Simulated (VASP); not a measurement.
# PbF2 (Fluorocronite) with PBE + D3(BJ): from relaxation to properties, part 3 of 4

Aim: relax PbF2 (Fluorocronite), then compute properties on the relaxed cell. The start is a cell from a database of measured crystal structures.

VASP 6.6.1; PBE with D3(BJ); plane waves and PAW (Pb_d, F).

So far, gap on the k-mesh (eV): step 2 (relaxing cell and atoms (PBE + D3(BJ))) 4.46. The relaxed cell has a = 5.956 Å (conventional setting).

The database entry behind the starting cell differs from later determinations by our own check (0.1 to 0.3 % short, probably kX units), so it need not match the best structure at ambient conditions.

## 6. Total and projected DOS (PBE + D3(BJ))

A density of states needs more k-points than a total energy; ISMEAR = -5 takes tetrahedra, and LORBIT projects the states on the PAW spheres. The mesh is finer than in the run before.

INCAR reads:

```
SYSTEM = PbF2
PREC = Accurate
ENCUT = 520
EDIFF = 1E-06
NELM = 100
ISMEAR = -5
SIGMA = 0.05
LREAL = .FALSE.
ALGO = Normal
GGA = PE
IVDW = 12
NBANDS = 27
LORBIT = 11
LWAVE = .FALSE.
LCHARG = .FALSE.
KPAR = 2
NEDOS = 2001
```

POSCAR reads:

```
PbF2
1.0
    0.0000000000      2.9779238876      2.9779238876
    2.9779238876      0.0000000000      2.9779238876
    2.9779238876      2.9779238876      0.0000000000
Pb F
1 2
Direct
    0.0000000000      0.0000000000      0.0000000000
    0.2500000000      0.2500000000      0.2500000000
    0.7500000000      0.7500000000      0.7500000000
```

KPOINTS reads:

```
Automatic mesh
0
Gamma
10 10 10
0 0 0
```

The projector-augmented-wave data sets are Pb_d and F (PBE family, release 64).

Launch:

```sh
$ mpirun -np 2 vasp_std
```

The log of the run:

```text
[... set-up lines as in an earlier step ...]
 entering main loop
       N       E                     dE             d eps       ncg     rms          rms(c)
DAV:   1     0.296165036378E+03    0.29617E+03   -0.13719E+04  2584   0.119E+03
DAV:   2     0.119002847903E+02   -0.28426E+03   -0.26013E+03  2694   0.362E+02
DAV:   3    -0.155660405341E+02   -0.27466E+02   -0.27156E+02  2969   0.115E+02
DAV:   4    -0.162871516066E+02   -0.72111E+00   -0.72049E+00  3066   0.192E+01
DAV:   5    -0.163089425867E+02   -0.21791E-01   -0.21789E-01  3282   0.348E+00    0.804E+00
DAV:   6    -0.143557614159E+02    0.19532E+01   -0.73028E+00  3570   0.181E+01    0.268E+00
DAV:   7    -0.143515155316E+02    0.42459E-02   -0.42542E-01  2771   0.324E+00    0.158E+00
DAV:   8    -0.143475898396E+02    0.39257E-02   -0.10704E-01  2737   0.282E+00    0.609E-01
DAV:   9    -0.143433538501E+02    0.42360E-02   -0.17210E-02  3348   0.819E-01    0.107E-01
DAV:  10    -0.143445466027E+02   -0.11928E-02   -0.15955E-03  2679   0.301E-01    0.417E-02
DAV:  11    -0.143444996201E+02    0.46983E-04   -0.12782E-04  2927   0.881E-02    0.128E-02
DAV:  12    -0.143445092297E+02   -0.96096E-05   -0.33669E-05  2735   0.447E-02    0.755E-03
DAV:  13    -0.143445096277E+02   -0.39801E-06   -0.43909E-06  2793   0.177E-02
   1 F= -.14798477E+02 E0= -.14798477E+02  d E =0.000000E+00
```

The job ended after 15 s (2 MPI ranks of Intel Xeon 6975P-C (Granite Rapids), shared host; peak memory 0.42 GiB; 25 s of CPU time).

From OUTCAR (step 6):

```text
   k-points           NKPTS =     47   k-points in BZ     NKDIM =     47   number of bands    NBANDS=     27

   NELECT =      28.0000    total number of electrons

 E-fermi :   1.7167

 k-point     2 :       0.1000    0.0000    0.0000
  band No.  band energies     occupation
    ...
     10      -0.6870      2.00000
     11      -0.6870      2.00000
     12      -0.1911      2.00000
     13      -0.1911      2.00000
     14       0.0944      2.00000
     15       8.1046      0.00000
     16       8.5536      0.00000
     17       8.5536      0.00000
     18      12.9295      0.00000
     19      16.5337      0.00000
    ...

 Edisp (eV)   -0.45397

  Total       0.01088     0.01088     0.01088    -0.00000     0.00000     0.00000
  in kB       0.32991     0.32991     0.32991    -0.00000     0.00000     0.00000
  external pressure =        0.33 kB  Pullay stress =        0.00 kB

 POSITION                                       TOTAL-FORCE (eV/Angst)
 -----------------------------------------------------------------------------------
      0.00000      0.00000      0.00000         0.000000      0.000000     -0.000000
      1.48896      1.48896      1.48896         0.000000      0.000000      0.000000
      4.46689      4.46689      4.46689        -0.000000     -0.000000     -0.000000
 -----------------------------------------------------------------------------------
    total drift:                                0.000000     -0.000000      0.000000

  FREE ENERGIE OF THE ION-ELECTRON SYSTEM (eV)
  ---------------------------------------------------
  free  energy   TOTEN  =       -14.7984774168 eV

  energy  without entropy=      -14.7984774168  energy(sigma->0) =      -14.79847742

[... 9 parts as in an earlier step ...]

[... 7 further parts left out ...]
```

This step gave:

| Property | Result |
| --- | --- |
| irreducible k-points | 47 |
| Fermi energy | 1.717 eV |
| pressure | 0.03299 GPa |
| valence top at k | -0.3, 0.4, 0.2 |
| conduction bottom at k | 0.5, 0.5, 0 |
| least direct gap at k | 0.5, 0.5, 0 |
| gap on the k-mesh | 4.427 eV |
| least direct gap on the k-mesh | 4.563 eV |

The density of states has structure finer than the step of the table below, so its rows give means over 1 eV, whole bins alone (the curve runs from -12.0 to 12.3 eV). Peaks (eV: height): total -2.7: 5.87, -1.6: 9.71, -0.1: 7.88, 7.7: 8.22; F p -2.7: 3.89, -1.6: 7.72, -0.1: 4.56, 7.7: 1.53; Pb p 5.3: 1.12, 7.2: 1.95, 7.7: 3.92; Pb s -6.2: 1.82, -0.1: 2.28; F s -5.9: 0.0371, 5.3: 0.119, 6.5: 0.0255.

States under -12.0 eV and over 12.3 eV are left out. Density of states against energy, zero at the valence-band top; means over each step; values in states/eV/cell:

| energy (eV) | total | F p | Pb p | Pb s | F s |
| --- | --- | --- | --- | --- | --- |
| -7 | 0 | 0 | 0 | 0 | 0 |
| -6 | 1.76 | 0.330 | 6.2e-4 | 0.898 | 0.0203 |
| -5 | 0.237 | 0.0269 | 1.9e-4 | 0.137 | 0.00976 |
| -4 | 0.114 | 0.0677 | 0.00698 | 4.1e-5 | 8.0e-5 |
| -3 | 4.06 | 2.60 | 0.194 | 0.00374 | 0.00731 |
| -2 | 5.34 | 4.04 | 0.0610 | 0.00795 | 0.00436 |
| -1 | 0.899 | 0.656 | 0.00437 | 0.0687 | 0.00328 |
| 0 | 1.58 | 0.921 | 0.00233 | 0.436 | 0.00408 |
| 1 | 0 | 0 | 0 | 0 | 0 |
| 2 | 0 | 0 | 0 | 0 | 0 |
| 3 | 0 | 0 | 0 | 0 | 0 |
| 4 | 0.00504 | 8.7e-5 | 0.00202 | 2.1e-5 | 3.1e-4 |
| 5 | 1.51 | 0.175 | 0.517 | 0.0192 | 0.0585 |
| 6 | 0.669 | 0.0876 | 0.249 | 0.00653 | 0.0203 |
| 7 | 2.26 | 0.312 | 1.07 | 0.00174 | 0.0202 |
| 8 | 1.55 | 0.287 | 0.736 | 2.0e-5 | 6.9e-4 |
| 9 | 0.0592 | 0.00509 | 0.00363 | 6.1e-5 | 5.1e-5 |
| 10 | 0.578 | 0.0266 | 0.0660 | 4.7e-4 | 0.00181 |
| 11 | 0.654 | 0.0272 | 0.0715 | 0.00342 | 0.00368 |

The gap on this mesh is 4.43 eV. In the top eV of the valence band the largest shares in the PAW spheres are F p 59 % and Pb s 26 %; in the lowest eV of the conduction band, Pb p 34 % and F p 11 %. The rest lies in smaller channels or between the spheres.

## 7. Independent-particle dielectric function (PBE + D3(BJ))

LOPTICS sums transitions from filled to empty bands. NBANDS is raised for it.

INCAR reads:

```
SYSTEM = PbF2
PREC = Accurate
ENCUT = 520
EDIFF = 1E-06
NELM = 100
ISMEAR = 0
SIGMA = 0.05
LREAL = .FALSE.
ALGO = Normal
GGA = PE
IVDW = 12
NBANDS = 38
LORBIT = 11
LWAVE = .FALSE.
LCHARG = .FALSE.
KPAR = 2
LOPTICS = .TRUE.
NEDOS = 1500
CSHIFT = 0.1
```

POSCAR is that of step 6.

KPOINTS is that of step 6.

Launch:

```sh
$ mpirun -np 2 vasp_std
```

The log of the run:

```text
[... set-up lines as in an earlier step ...]
 entering main loop
       N       E                     dE             d eps       ncg     rms          rms(c)
DAV:   1     0.287217080649E+03    0.28722E+03   -0.12472E+04  3796   0.832E+02
DAV:   2     0.143129580833E+02   -0.27290E+03   -0.24287E+03  3760   0.286E+02
DAV:   3    -0.154315800333E+02   -0.29745E+02   -0.29274E+02  4276   0.863E+01
DAV:   4    -0.162914421534E+02   -0.85986E+00   -0.85904E+00  4316   0.145E+01
DAV:   5    -0.163092503555E+02   -0.17808E-01   -0.17807E-01  4400   0.227E+00    0.804E+00
DAV:   6    -0.143591416974E+02    0.19501E+01   -0.56102E+00  5230   0.129E+01    0.265E+00
DAV:   7    -0.143532665639E+02    0.58751E-02   -0.35763E-01  4090   0.233E+00    0.160E+00
DAV:   8    -0.143505829914E+02    0.26836E-02   -0.11833E-01  4154   0.210E+00    0.778E-01
DAV:   9    -0.143434281002E+02    0.71549E-02   -0.17956E-02  4112   0.640E-01    0.118E-01
DAV:  10    -0.143445862497E+02   -0.11581E-02   -0.13947E-03  3902   0.243E-01    0.500E-02
DAV:  11    -0.143445006880E+02    0.85562E-04   -0.15283E-04  4412   0.848E-02    0.187E-02
DAV:  12    -0.143445092583E+02   -0.85703E-05   -0.24355E-05  4040   0.301E-02    0.869E-03
DAV:  13    -0.143445096185E+02   -0.36020E-06   -0.46911E-06  3850   0.115E-02
   1 F= -.14798477E+02 E0= -.14798477E+02  d E =-.546565E-11
 optical routines
 imaginary and real dielectric function
 recalculating local potential from charge density
 direction            1
 direction            2
 direction            3
```

Wall time 22 s (2 MPI ranks); peak memory 0.58 GiB; 37 s of CPU time.

From OUTCAR (step 7):

```text
   k-points           NKPTS =     47   k-points in BZ     NKDIM =     47   number of bands    NBANDS=     38

   NELECT =      28.0000    total number of electrons

 E-fermi :   1.9234

 k-point     1 :       0.0000    0.0000    0.0000
  band No.  band energies     occupation
    ...
     10      -0.6674      2.00000
     11      -0.6674      2.00000
     12      -0.1745      2.00000
     13      -0.1745      2.00000
     14      -0.1745      2.00000
     15       8.4733      0.00000
     16       8.4733      0.00000
     17       8.4733      0.00000
     18      12.3168      0.00000
     19      16.8320      0.00000
    ...

 Edisp (eV)   -0.45397

  Total       0.00412     0.00412     0.00412    -0.00000     0.00000     0.00000
  in kB       0.12492     0.12492     0.12492    -0.00000     0.00000     0.00000
  external pressure =        0.12 kB  Pullay stress =        0.00 kB

 POSITION                                       TOTAL-FORCE (eV/Angst)
 -----------------------------------------------------------------------------------
      0.00000      0.00000      0.00000         0.000000      0.000000      0.000000
      1.48896      1.48896      1.48896        -0.000000     -0.000000     -0.000000
      4.46689      4.46689      4.46689         0.000000      0.000000      0.000000
 -----------------------------------------------------------------------------------
    total drift:                                0.000000     -0.000000      0.000000

  FREE ENERGIE OF THE ION-ELECTRON SYSTEM (eV)
  ---------------------------------------------------
  free  energy   TOTEN  =       -14.7984774075 eV

  energy  without entropy=      -14.7984774075  energy(sigma->0) =      -14.79847741

 plasma frequency squared (from intraband transitions) (eV^2)
  --------------------------------------------------------------------------------------
       0.000       0.000      -0.000
       0.000       0.000       0.000
      -0.000       0.000       0.000

[... 8 parts as in an earlier step ...]

[... 8 further parts left out ...]
```

These are independent-particle spectra without excitons or local fields, and fine structure depends on the mesh and on CSHIFT.

Numbers from this step:

| Item | Value |
| --- | --- |
| bands | 38 |
| Fermi energy | 1.923 eV |
| pressure | 0.01249 GPa |

The imaginary dielectric function, xx has structure finer than the step of the table below, so its rows give means over 1 eV, whole bins alone (the curve runs from 0 to 25.0 eV). Peaks (eV: height): 5.5: 5.75, 7.0: 5.79, 7.8: 6.39, 9.3: 4.23, 10.9: 2.27, 12.9: 1.55, 22.0: 1.68.

Table of imaginary dielectric function, xx by photon energy; means over each step:

```
photon energy (eV)  imaginary dielectric function, xx
                 1                            0.00976
                 2                             0.0232
                 3                             0.0498
                 4                              0.165
                 5                               2.82
                 6                               3.58
                 7                               4.40
                 8                               4.54
                 9                               2.79
                10                               1.94
                11                               1.69
                12                              0.888
                13                               1.37
                14                              0.834
                15                              0.370
                16                              0.833
                17                               1.38
                18                               1.23
                19                               1.24
                20                              0.959
                21                              0.800
                22                               1.17
                23                              0.347
                24                              0.291
```

Real dielectric function, xx against photon energy:

```csv
photon energy (eV),"real dielectric function, xx"
0,3.55
1,3.60
2,3.75
3,4.09
4,4.88
5,7.37
6,3.33
7,3.55
8,-0.142
9,1.39
10,-0.0492
11,-0.0464
12,0.503
13,0.645
14,0.144
15,0.841
16,1.53
17,1.11
18,0.706
19,0.801
20,0.116
21,0.845
22,0.0292
23,0.234
24,0.479
```

The mean of ε2 over directions passes 5 % of its top at 4.43 eV, against a least direct gap of 4.56 eV on this mesh; what lies under the gap is the tail of the broadening by CSHIFT.

(Continued in part 4 of 4.)

[Lines on the potential files, build, host, timing and source positions are cut from VASP's logs without a mark.]

[Logs are printed without paths, hosts, clocks, repeated set-up lines and the standing remarks that a program may print on its own settings, such as how far it seeks lower states.]

[Hosts, paths, dates, database ids (printed as entryN), source tags and the programs' standing remarks are cut or masked in the printed files.]

[A measured line is paired with the nearest computed mode of its activity, which favours agreement.]
